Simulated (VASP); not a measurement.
Input:

```
C
1.0
    1.23367    -2.13678     0.00000
    1.23367     2.13678     0.00000
    0.00000     0.00000     7.92714
C
4
Direct
  0.00000   0.00000   0.25000
  0.00000   0.00000   0.75000
  0.33333   0.66667   0.25000
  0.66667   0.33333   0.75000
```

The numbers are results of PBE GGA, VASP's PBE PAW potentials (set 64) (plane waves; VASP 6.6.1), not measurements. Settings: 600 eV cut-off, 10×10×4 Γ-centred mesh, Gaussian smearing of 0.050 eV, potentials C.

Without a dispersion term in the relaxation, distances and binding between the weakly bound layers, chains or molecules are unreliable, and so is what depends on them.

Q: Estimate the energy per atom (σ→0).

A: 
```
Quantity                       Result
---------------------  --------------
energy per atom (σ→0)  -9.230 eV/atom
```

Only differences to runs with the same potentials and settings are physical.

The compound is C in the graphite structure. It was relaxed first, which changed the volume by +19 %.
